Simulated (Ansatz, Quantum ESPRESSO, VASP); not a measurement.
## One structure in several programs: CaPt₅ (P1, 6 atoms in the cell)

Self-consistent single point.

```
CaPt5
1.0
    5.35566     0.00000     0.00000
   -2.67783     4.63814     0.00000
    0.00000     0.00000     4.39443
Ca Pt
1 5
Direct
  0.00031   0.00096   0.01205
  0.33242   0.68951   0.03193
  0.67420   0.33655   0.94939
  0.50294   0.99927   0.49920
  0.49092   0.50172   0.51942
  0.99922   0.47200   0.48802
```

All programs got the same cell, k-point mesh and kind of occupations (in Ansatz's words: kpoints.mp_grid.grid = 4 4 4; scf.occupations.method = gaussian; scf.occupations.width = 0.0073 Ry); potentials, basis and cutoffs are each program's usual ones.

```csv
code,model,pressure (GPa),largest force (eV/Å),cutoff
Ansatz,"LDA (PW92), PAW files made with PBE",-2.29,3.931,30.9 Ry
VASP,"LDA (PZ), VASP's LDA PAW potentials (set 64)",-2.27,3.943,300 eV
Quantum ESPRESSO,"LDA (PZ), GBRV 1.5 ultrasoft (LDA) pseudopotentials",-3.12,3.947,40 Ry
```

Size of the force on each atom (eV/Å): Sizes of forces hide their directions.

```json
[
 {"code": "Ansatz", "Ca1": "0.128", "Pt2": "2.532", "Pt3": "3.931", "Pt4": "0.519", "Pt5": "1.526", "Pt6": "0.985"},
 {"code": "VASP", "Ca1": "0.130", "Pt2": "2.535", "Pt3": "3.943", "Pt4": "0.520", "Pt5": "1.539", "Pt6": "0.982"},
 {"code": "Quantum ESPRESSO", "Ca1": "0.128", "Pt2": "2.541", "Pt3": "3.947", "Pt4": "0.518", "Pt5": "1.528", "Pt6": "0.985"}
]
```

The spread over the programs that give each value: pressure within 0.85 GPa; largest force within 0.016 eV/Å.

The starting cell comes from a database of computed structures (which also holds hypothetical and non-ambient phases and stackings), without a prior relaxation at this level. Its atoms were displaced at random from the sites of space group no. 191. On Ansatz's run: Spin-orbit coupling is off. Spin polarisation is off. In the base run, forces exceed 1 eV/Å. Without a gap this mesh is coarse (it stands for a supercell whose shortest vector is 18 Å).

Q: Why do the programs differ, and what cannot be compared?

A: Differences of this kind can come from the potentials, where these differ, and from what each basis and cutoff leave unconverged. The valence holds different numbers of electrons (Ansatz (a program for electronic structure) 100, VASP 60, Quantum ESPRESSO 90). The zero of total energies and Fermi levels follows the potentials and each program's conventions, so they are not compared here. Ansatz's pressure is given at a fixed set of plane waves, as the other plane-wave codes print theirs; with its correction for the finite basis it is -2.25 GPa. Ansatz's smearing width was typed in Ry to four decimals, so it matches the others to a few per cent. The same LDA comes in different parametrisations, which differ slightly.

The shared mesh is coarse (it stands for a supercell whose shortest vector is 18 Å), so the values are not converged in it.

VASP's run is marked for a possible Pulay error in its stress at this cutoff; no cutoff test was made.

Left out of this page: ABINIT (stopped by limits of time or memory); GPAW, CP2K, FLEUR and SIESTA (not drawn, or without a comparable value).

Keys are those of Ansatz 0.2.
